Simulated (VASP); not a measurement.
Level of theory: PBE GGA, VASP's PBE PAW potentials (set 64) (plane waves; VASP).

VASP input:

**INCAR**
```
SYSTEM = CdSe
PREC = Accurate
ENCUT = 520
EDIFF = 1E-6
NELM = 100
ALGO = Normal
LREAL = .FALSE.
LASPH = .TRUE.
ISMEAR = 0
SIGMA = 0.05
GGA = PE
LMAXMIX = 4
LWAVE = .TRUE.
LCHARG = .FALSE.
```

**POSCAR**
```
CdSe
1
    0.0000000000     3.1030200860     3.1030200860
    3.1030200860     0.0000000000     3.1030200860
    3.1030200860     3.1030200860     0.0000000000
Cd Se
1 1
Direct
  0.0000000000   0.0000000000   0.0000000000
  0.2500000000   0.2500000000   0.2500000000
```

**KPOINTS**
```
Automatic mesh
0
Gamma
6 6 6
0 0 0
```

POTCAR, in this order: Cd Se (PBE.64 set). Program: vasp_std.

Output of the run:

### OUTCAR
```
 ion  position               nearest neighbor table
   1  0.000  0.000  0.000-   2 2.69   2 2.69   2 2.69   2 2.69
   2  0.250  0.250  0.250-   1 2.69   1 2.69   1 2.69   1 2.69
  LATTYP: Found a face centered cubic cell.
 ALAT       =     6.2060401720
 Subroutine PRICEL returns:
 Original cell was already a primitive cell.
 Subroutine GETGRP returns: Found 24 space group operations
The static configuration has the point symmetry T_d .
The dynamic configuration has the point symmetry T_d .
 Subroutine INISYM returns: Found 24 space group operations
 Subroutine IBZKPT returns following result:
 Found     16 irreducible k-points:

 Following reciprocal coordinates:
            Coordinates               Weight
  0.000000  0.000000  0.000000      1.000000
  0.166667  0.000000  0.000000      8.000000
  0.333333  0.000000  0.000000      8.000000
  0.500000  0.000000  0.000000      4.000000
  0.166667  0.166667  0.000000      6.000000
  0.333333  0.166667  0.000000     24.000000
  0.500000  0.166667  0.000000     24.000000
 -0.333333  0.166667  0.000000     24.000000
 -0.166667  0.166667  0.000000     12.000000
  0.333333  0.333333  0.000000      6.000000
  0.500000  0.333333  0.000000     24.000000
 -0.333333  0.333333  0.000000     12.000000
  0.500000  0.500000  0.000000      3.000000
  0.500000  0.333333  0.166667     24.000000
 -0.333333  0.333333  0.166667     24.000000
 -0.333333  0.500000  0.166667     12.000000
   k-points           NKPTS =     16   k-points in BZ     NKDIM =     16   number of bands    NBANDS=     13
   number of dos      NEDOS =    301   number of ions     NIONS =      2
   total plane-waves  NPLWV =  46656
   dimension x,y,z NGX =    36 NGY =   36 NGZ =   36
   dimension x,y,z NGXF=    72 NGYF=   72 NGZF=   72
   ions per type =               1   1
   PREC   = accura    normal or accurate (medium, high low for compatibility)
   ISTART =      0    job   : 0-new  1-cont  2-samecut
...
```

**OSZICAR**
```
       N       E                     dE             d eps       ncg     rms          rms(c)
DAV:   1     0.105357737799E+03    0.10536E+03   -0.90475E+03   424   0.123E+03
DAV:   2    -0.106250962880E+01   -0.10642E+03   -0.10113E+03   471   0.283E+02
DAV:   3    -0.585825000786E+01   -0.47957E+01   -0.47820E+01   486   0.620E+01
DAV:   4    -0.588304508590E+01   -0.24795E-01   -0.24792E-01   456   0.452E+00
DAV:   5    -0.588320355986E+01   -0.15847E-03   -0.15847E-03   496   0.326E-01    0.572E+00
DAV:   6    -0.551497721487E+01    0.36823E+00   -0.69602E-01   547   0.105E+01    0.454E+00
DAV:   7    -0.549455711303E+01    0.20420E-01   -0.15610E-01   446   0.299E+00    0.202E+00
DAV:   8    -0.549542871035E+01   -0.87160E-03   -0.13632E-02   426   0.171E+00    0.235E-01
DAV:   9    -0.549560804758E+01   -0.17934E-03   -0.19383E-03   471   0.631E-01    0.483E-02
DAV:  10    -0.549568198115E+01   -0.73934E-04   -0.21545E-04   431   0.210E-01    0.462E-02
DAV:  11    -0.549573324227E+01   -0.51261E-04   -0.90982E-05   421   0.740E-02    0.156E-02
DAV:  12    -0.549573204810E+01    0.11942E-05   -0.65532E-06   491   0.361E-02    0.472E-03
DAV:  13    -0.549573283841E+01   -0.79032E-06   -0.24375E-06   392   0.107E-02
   1 F= -.54957328E+01 E0= -.54957328E+01  d E =-.260034E-12
```

OUTCAR:
```
------------------------ aborting loop because EDIFF is reached ----------------------------------------
  FORCE on cell =-STRESS in cart. coord.  units (eV):
  Direction    XX          YY          ZZ          XY          YZ          ZX
  --------------------------------------------------------------------------------------
  Total        0.0134766      0.0134766      0.0134766     -0.0000000      0.0000000     -0.0000000
  in kB        0.3613325      0.3613325      0.3613325     -0.0000000      0.0000000     -0.0000000
  external PRESSURE =       0.3613325 kB  Pullay stress =       0.0000000 kB
  volume of cell :       59.76
      direct lattice vectors                 reciprocal lattice vectors
     0.000000000  3.103020086  3.103020086    -0.161133343  0.161133343  0.161133343
     3.103020086  0.000000000  3.103020086     0.161133343 -0.161133343  0.161133343
     3.103020086  3.103020086  0.000000000     0.161133343  0.161133343 -0.161133343
  FREE ENERGIE OF THE ION-ELECTRON SYSTEM (eV)
  ---------------------------------------------------
  free  energy   TOTEN  =        -5.4957328384 eV

  energy  without entropy=       -5.4957328384  energy(sigma->0) =       -5.49573284
```
(Selected blocks of OUTCAR.)

The compound is CdSe in the zinc blende structure, whereas wurtzite is the usual form. It was relaxed first, which changed the volume by +8 %.
